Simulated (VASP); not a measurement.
Level of theory: PBE GGA + U (Dudarev), VASP's PBE PAW potentials (set 64) (plane waves; VASP).

A VASP calculation is set up with these files.

INCAR:
```
# general
SYSTEM    = Sc3CuC
PREC      = Accurate
ENCUT     = 520
LREAL     = .False.
LASPH     = .True.   # aspherical one-centre terms

# electronic loop
EDIFF     = 1E-6
NELM      = 100   # most electronic steps
ALGO      = Normal
LMAXMIX   = 4   # l cut-off of mixed one-centre charges

# smearing
ISMEAR    = 0
SIGMA     = 0.05

# functional
GGA       = PE   # PBE

# DFT+U
LDAU      = .True.
LDAUTYPE  = 2   # Dudarev
LDAUL     = 2 -1 -1
LDAUU     = 6.0 0 0
LDAUJ     = 0 0 0
LDAUPRINT = 1

# ions
ISIF      = 2

# output
LWAVE     = .False.
LCHARG    = .False.
LORBIT    = 10
```

KPOINTS:
```
Automatic
0
G
 5 5 5
0 0 0
```

POSCAR:
```
Sc3CuC
9.099720
  0.5000000000   0.0000000000   0.0000000000
  0.0000000000   0.5000000000   0.0000000000
  0.0000000000   0.0000000000   0.5000000000
Cu C Sc
1 1 3
Cartesian
  0.0000000000   0.0000000000   0.0000000000
  0.2500000000   0.2500000000   0.2500000000
  0.0000000000   0.2500000000   0.2500000000
  0.2500000000   0.2500000000   0.0000000000
  0.2500000000   0.0000000000   0.2500000000
```

POTCAR, in this order: Cu C Sc_sv (PBE.64 set). Program: vasp_std.

The resulting files:

**OSZICAR**
```
       N       E                     dE             d eps       ncg     rms          rms(c)
DAV:   1     0.861640490758E+03    0.86164E+03   -0.22324E+04   560   0.202E+03
DAV:   2     0.597932655590E+02   -0.80185E+03   -0.79167E+03   760   0.779E+02
DAV:   3    -0.332577717403E+02   -0.93051E+02   -0.90079E+02   936   0.318E+02
DAV:   4    -0.401619612971E+02   -0.69042E+01   -0.66554E+01   904   0.708E+01
DAV:   5    -0.404421180853E+02   -0.28016E+00   -0.27306E+00   900   0.139E+01    0.178E+01
DAV:   6    -0.311795292752E+02    0.92626E+01   -0.61911E+01   924   0.565E+01    0.557E+00
DAV:   7    -0.310040383944E+02    0.17549E+00   -0.31494E+00   856   0.205E+01    0.320E+00
DAV:   8    -0.309479435964E+02    0.56095E-01   -0.96943E-01   816   0.132E+01    0.179E+00
DAV:   9    -0.309070954546E+02    0.40848E-01   -0.24355E-01   840   0.745E+00    0.519E-01
DAV:  10    -0.309083014357E+02   -0.12060E-02   -0.18873E-01   964   0.236E+00    0.470E-01
DAV:  11    -0.309015572747E+02    0.67442E-02   -0.33942E-02   936   0.120E+00    0.153E-01
DAV:  12    -0.309015601370E+02   -0.28623E-05   -0.11287E-02   904   0.511E-01    0.996E-02
DAV:  13    -0.309013712021E+02    0.18893E-03   -0.15436E-03   896   0.224E-01    0.180E-02
DAV:  14    -0.309013798659E+02   -0.86637E-05   -0.83756E-05   852   0.973E-02    0.113E-02
DAV:  15    -0.309013777487E+02    0.21171E-05   -0.88174E-06   704   0.318E-02    0.693E-03
DAV:  16    -0.309013767867E+02    0.96207E-06   -0.10951E-05   816   0.187E-02    0.788E-04
DAV:  17    -0.309013765931E+02    0.19356E-06   -0.40993E-07   400   0.681E-03
   1 F= -.30901377E+02 E0= -.30896421E+02  d E =-.991085E-02
```

### OUTCAR
```
------------------------ aborting loop because EDIFF is reached ----------------------------------------
  FORCE on cell =-STRESS in cart. coord.  units (eV):
  Direction    XX          YY          ZZ          XY          YZ          ZX
  --------------------------------------------------------------------------------------
  Total       -1.7290156     -1.7290156     -1.7290156      0.0000000     -0.0000000      0.0000000
  in kB      -29.4113790    -29.4113790    -29.4113790      0.0000000     -0.0000000      0.0000000
  external PRESSURE =     -29.4113790 kB  Pullay stress =       0.0000000 kB
  volume of cell :       94.19
      direct lattice vectors                 reciprocal lattice vectors
     4.549860000  0.000000000  0.000000000     0.219786982  0.000000000  0.000000000
     0.000000000  4.549860000  0.000000000     0.000000000  0.219786982  0.000000000
     0.000000000  0.000000000  4.549860000     0.000000000  0.000000000  0.219786982
 POSITION                                       TOTAL-FORCE (eV/Angst)
 -----------------------------------------------------------------------------------
      0.00000      0.00000      0.00000         0.000000      0.000000      0.000000
      2.27493      2.27493      2.27493         0.000000      0.000000      0.000000
      0.00000      2.27493      2.27493         0.000000      0.000000      0.000000
      2.27493      2.27493      0.00000         0.000000      0.000000      0.000000
      2.27493      0.00000      2.27493         0.000000      0.000000      0.000000
 -----------------------------------------------------------------------------------
    total drift:                                0.000000      0.000000      0.000000
  FREE ENERGIE OF THE ION-ELECTRON SYSTEM (eV)
  ---------------------------------------------------
  free  energy   TOTEN  =       -30.9013765931 eV

  energy  without entropy=      -30.8914657454  energy(sigma->0) =      -30.89642117

 total charge

# of ion       s       p       d       tot
------------------------------------------
    1        0.417   0.221   9.330   9.969
    2        0.883   1.498   0.000   2.381
    3        2.230   6.162   1.010   9.402
    4        2.230   6.162   1.010   9.402
    5        2.230   6.162   1.010   9.402
--------------------------------------------------
tot          7.989  20.207  12.361  40.557
```
(Selected blocks of OUTCAR.)

The structure was generated: Sc3CuC was put into the cubic-perovskite type (Pm-3m), which need not be its known phase. The cell was not relaxed at this level. The run is one of a series of settings (LDAU = .TRUE., LDAUJ = 0 0 0, LDAUL = 2 -1 -1, LDAUTYPE = 2, LDAUU = 6.0 0 0 against the base run), some of them coarse on purpose.
